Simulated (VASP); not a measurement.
Output of a VASP run:

### OSZICAR
```
...
DAV:   7    -0.150032996800E+02    0.18557E-07   -0.18409E-06  2112   0.115E-02    0.378E-03
DAV:   8    -0.150032997104E+02   -0.30422E-07   -0.17408E-07  1757   0.366E-03
   2 F= -.15003300E+02 E0= -.15003398E+02  d E =-.561645E-01
       N       E                     dE             d eps       ncg     rms          rms(c)
DAV:   1    -0.150187512835E+02   -0.15452E-01   -0.41622E+00  1860   0.130E+01    0.110E+00
DAV:   2    -0.150206006904E+02   -0.18494E-02   -0.15835E-01  2133   0.270E+00    0.524E-01
DAV:   3    -0.150176244964E+02    0.29762E-02   -0.70037E-03  2262   0.625E-01    0.226E-01
DAV:   4    -0.150174168038E+02    0.20769E-03   -0.14348E-03  2105   0.263E-01    0.691E-02
DAV:   5    -0.150174059630E+02    0.10841E-04   -0.12629E-04  1916   0.864E-02    0.358E-02
DAV:   6    -0.150174052931E+02    0.66989E-06   -0.20968E-05  2231   0.399E-02    0.878E-03
DAV:   7    -0.150174051463E+02    0.14674E-06   -0.11654E-06  2007   0.104E-02    0.374E-03
DAV:   8    -0.150174051655E+02   -0.19160E-07   -0.19141E-07  1599   0.393E-03
   3 F= -.15017405E+02 E0= -.15017607E+02  d E =-.702699E-01
       N       E                     dE             d eps       ncg     rms          rms(c)
DAV:   1    -0.150176213638E+02   -0.21622E-03   -0.51257E-02  1860   0.145E+00    0.121E-01
DAV:   2    -0.150176607845E+02   -0.39421E-04   -0.19228E-03  2196   0.297E-01    0.575E-02
DAV:   3    -0.150176254085E+02    0.35376E-04   -0.79009E-05  2204   0.664E-02    0.234E-02
DAV:   4    -0.150176236653E+02    0.17432E-05   -0.15930E-05  2168   0.280E-02    0.713E-03
DAV:   5    -0.150176238192E+02   -0.15393E-06   -0.14553E-06  1951   0.815E-03    0.261E-03
DAV:   6    -0.150176239085E+02   -0.89307E-07   -0.14192E-07  1406   0.289E-03
   4 F= -.15017624E+02 E0= -.15017811E+02  d E =-.704887E-01
       N       E                     dE             d eps       ncg     rms          rms(c)
DAV:   1    -0.150268948409E+02   -0.92710E-02   -0.39138E-01  1874   0.454E+00    0.408E-01
DAV:   2    -0.150219263395E+02    0.49685E-02   -0.15008E-02  2063   0.101E+00    0.210E-01
DAV:   3    -0.150209251005E+02    0.10012E-02   -0.27685E-03  2154   0.476E-01    0.103E-01
DAV:   4    -0.150207032930E+02    0.22181E-03   -0.70213E-04  2112   0.211E-01    0.433E-02
DAV:   5    -0.150206979396E+02    0.53534E-05   -0.75801E-05  2028   0.624E-02    0.156E-02
DAV:   6    -0.150206986238E+02   -0.68416E-06   -0.52478E-06  2315   0.184E-02    0.623E-03
DAV:   7    -0.150206987362E+02   -0.11242E-06   -0.59467E-07  2014   0.751E-03    0.181E-03
DAV:   8    -0.150206987710E+02   -0.34748E-07   -0.68349E-08  1455   0.212E-03
   5 F= -.15020699E+02 E0= -.15020870E+02  d E =-.307486E-02
       N       E                     dE             d eps       ncg     rms          rms(c)
DAV:   1    -0.150243323989E+02   -0.36337E-02   -0.18840E-01  1867   0.315E+00    0.284E-01
DAV:   2    -0.150219241210E+02    0.24083E-02   -0.72530E-03  2063   0.701E-01    0.146E-01
DAV:   3    -0.150214389488E+02    0.48517E-03   -0.13387E-03  2119   0.331E-01    0.711E-02
DAV:   4    -0.150213305714E+02    0.10838E-03   -0.34524E-04  2112   0.148E-01    0.300E-02
DAV:   5    -0.150213279944E+02    0.25769E-05   -0.36597E-05  2028   0.434E-02    0.109E-02
DAV:   6    -0.150213283390E+02   -0.34458E-06   -0.25429E-06  2301   0.127E-02    0.432E-03
DAV:   7    -0.150213283951E+02   -0.56068E-07   -0.27275E-07  1658   0.513E-03
   6 F= -.15021328E+02 E0= -.15021473E+02  d E =-.370449E-02
```

File OUTCAR:
```
------------------------ aborting loop because EDIFF is reached ----------------------------------------
  FORCE on cell =-STRESS in cart. coord.  units (eV):
  Direction    XX          YY          ZZ          XY          YZ          ZX
  --------------------------------------------------------------------------------------
  Total        0.8950899      0.8950901      0.8971057      0.0000000      0.0000000      0.0000000
  in kB       24.9481277     24.9481327     25.0043109      0.0000000      0.0000000      0.0000000
  external PRESSURE =      24.9668571 kB  Pullay stress =       0.0000000 kB
  volume of cell :       57.48
      direct lattice vectors                 reciprocal lattice vectors
     1.870200857 -3.239283228  0.000000000     0.267350963 -0.154355135  0.000000000
     1.870200857  3.239283228  0.000000000     0.267350963  0.154355135 -0.000000000
     0.000000000  0.000000000  4.744299882    -0.000000000  0.000000000  0.210779256
 POSITION                                       TOTAL-FORCE (eV/Angst)
 -----------------------------------------------------------------------------------
      0.00000     -0.00000      0.00000        -0.000000     -0.000000      0.000000
      1.87020      1.07976      1.26163        -0.000000      0.000000     -0.003787
      1.87020     -1.07976      3.48267         0.000000     -0.000000      0.003787
 -----------------------------------------------------------------------------------
    total drift:                                0.000000      0.000000      0.000000
  FREE ENERGIE OF THE ION-ELECTRON SYSTEM (eV)
  ---------------------------------------------------
  free  energy   TOTEN  =       -15.0213283951 eV

  energy  without entropy=      -15.0217632750  energy(sigma->0) =      -15.02147336

 reached required accuracy - stopping structural energy minimisation
```
(Selected blocks of OUTCAR.)

### POSCAR
```
PtSe2
1
    1.8363129543    -3.1805875779     0.0000000000
    1.8363129543     3.1805875779     0.0000000000
    0.0000000000     0.0000000000     4.9210213592
Pt Se
1 2
Direct
  0.0000000000   0.0000000000   0.0000000000
  0.3333330000   0.6666670000   0.2523902403
  0.6666670000   0.3333330000   0.7476097597
```

Question: Write an INCAR and KPOINTS that could have produced this output.

Answer: This is not unique; one that fits is the input of the run itself, AM05 GGA, plane waves, VASP's PBE PAW potentials (set 64).

### KPOINTS
```
Automatic mesh
0
Gamma
9 9 6
0 0 0
```

**INCAR**
```
! general
SYSTEM =PtSe2
PREC   =Accurate
ENCUT  =520   ! plane-wave cut-off (eV)
LREAL  =.FALSE.   ! projection in real space or not
LASPH  =.TRUE.   ! aspherical one-centre terms

! electronic loop
EDIFF  =1E-7   ! SCF stop (eV)
NELM   =100   ! most electronic steps
ALGO   =Normal   ! blocked Davidson
LMAXMIX=6

! smearing
ISMEAR =1   ! Methfessel-Paxton
SIGMA  =0.1   ! width (eV)

! functional
GGA    =AM   ! AM05

! ions
IBRION =2
NSW    =30
ISIF   =4   ! ions and shape, fixed volume
EDIFFG =-0.01   ! ionic stop

! output
LWAVE  =.FALSE.
LCHARG =.FALSE.
```

POTCAR, in this order: Pt Se (PBE.64 set). Program: vasp_std.

Without a dispersion term in the relaxation, distances and binding between the weakly bound layers, chains or molecules are unreliable, and so is what depends on them.

The compound is PtSe2 in the 1T layered structure. This cell is one point of a volume scan, at 0.94 of the reference volume. Symmetry was kept, so distortions that lower it aren't found.
